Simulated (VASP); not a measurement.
These are revTPSS meta-GGA, VASP's PBE PAW potentials (set 64) (plane waves; VASP) values and carry that method's errors.

Input for VASP

**KPOINTS**
```
Automatic mesh
0
Gamma
10 10 10
0 0 0
```

**INCAR**
```
# general
SYSTEM  = NaF
PREC    = Accurate
ENCUT   = 520
LREAL   = .False.   # projection in real space or not
LASPH   = .True.   # aspherical one-centre terms

# electronic loop
EDIFF   = 1E-7   # SCF stop (eV)
NELM    = 100   # most electronic steps
ALGO    = Normal   # blocked Davidson
LMIXTAU = .True.

# smearing
ISMEAR  = 0   # Gaussian
SIGMA   = 0.05

# functional
METAGGA = RTPSS

# ions
ISIF    = 2

# output
LWAVE   = .False.
LCHARG  = .False.
```

### POSCAR
```
NaF
1.0
  0.0000000000   2.2990589010   2.2990589010
  2.2990589010   0.0000000000   2.2990589010
  2.2990589010   2.2990589010   0.0000000000
Na F
1 1
Cart
  0.0000000000   0.0000000000   0.0000000000
  2.2990589010   2.2990589010   2.2990589010
```

POTCAR, in this order: Na_pv F (PBE.64 set). Program: vasp_std.

The resulting files:

OSZICAR:
```
       N       E                     dE             d eps       ncg     rms          rms(c)
DAV:   1     0.165531757325E+03    0.16553E+03   -0.10500E+04  1513   0.238E+03
DAV:   2     0.180504084536E+02   -0.14748E+03   -0.13717E+03  1517   0.581E+02
DAV:   3     0.182998470549E+01   -0.16220E+02   -0.15993E+02  1689   0.206E+02
DAV:   4     0.128361362187E+01   -0.54637E+00   -0.54482E+00  1682   0.433E+01
DAV:   5     0.126890543086E+01   -0.14708E-01   -0.14703E-01  1708   0.724E+00    0.741E+00
DAV:   6    -0.110557074817E+02   -0.12325E+02   -0.86948E+01  1037   0.131E+02    0.684E+00
DAV:   7    -0.115189937671E+02   -0.46329E+00   -0.44175E-01  1235   0.986E+00    0.522E+00
DAV:   8    -0.118082724795E+02   -0.28928E+00   -0.76813E+00  1234   0.259E+01    0.424E+00
DAV:   9    -0.116540441389E+02    0.15423E+00   -0.31204E-01  1052   0.734E+00    0.266E+00
DAV:  10    -0.116192656806E+02    0.34778E-01   -0.17958E-01  1040   0.615E+00    0.113E+00
DAV:  11    -0.116153680004E+02    0.38977E-02   -0.28638E-01  1040   0.662E+00    0.425E-01
DAV:  12    -0.116205776949E+02   -0.52097E-02   -0.18014E-02  1088   0.182E+00    0.132E-01
DAV:  13    -0.116197305559E+02    0.84714E-03   -0.87213E-04  1202   0.394E-01    0.661E-02
DAV:  14    -0.116201060835E+02   -0.37553E-03   -0.14481E-03  1073   0.488E-01    0.705E-02
DAV:  15    -0.116206923019E+02   -0.58622E-03   -0.20130E-04  1049   0.243E-01    0.426E-02
DAV:  16    -0.116206694591E+02    0.22843E-04   -0.95035E-05  1085   0.113E-01    0.103E-02
DAV:  17    -0.116206764024E+02   -0.69433E-05   -0.69924E-06  1195   0.388E-02    0.347E-03
DAV:  18    -0.116206754641E+02    0.93831E-06   -0.10219E-06  1070   0.148E-02    0.472E-04
DAV:  19    -0.116206757532E+02   -0.28913E-06   -0.29902E-07  1046   0.692E-03    0.678E-04
DAV:  20    -0.116206756593E+02    0.93906E-07   -0.41563E-08   565   0.233E-03
   1 F= -.11620676E+02 E0= -.11620676E+02  d E =-.428411E-18
```

### OUTCAR
```
------------------------ aborting loop because EDIFF is reached ----------------------------------------
  FORCE on cell =-STRESS in cart. coord.  units (eV):
  Direction    XX          YY          ZZ          XY          YZ          ZX
  --------------------------------------------------------------------------------------
  Total        0.2439894      0.2439894      0.2439894      0.0000000      0.0000000      0.0000000
  in kB       16.0842648     16.0842648     16.0842648      0.0000000      0.0000000      0.0000000
  external PRESSURE =      16.0842648 kB  Pullay stress =       0.0000000 kB
  volume of cell :       24.30
      direct lattice vectors                 reciprocal lattice vectors
     0.000000000  2.299058901  2.299058901    -0.217480292  0.217480292  0.217480292
     2.299058901  0.000000000  2.299058901     0.217480292 -0.217480292  0.217480292
     2.299058901  2.299058901  0.000000000     0.217480292  0.217480292 -0.217480292
  FREE ENERGIE OF THE ION-ELECTRON SYSTEM (eV)
  ---------------------------------------------------
  free  energy   TOTEN  =       -11.6206756593 eV

  energy  without entropy=      -11.6206756593  energy(sigma->0) =      -11.62067566
```
(Selected blocks of OUTCAR.)

The compound is NaF in the rock salt structure. This cell is one point of a volume scan, at 0.97 of the reference volume.
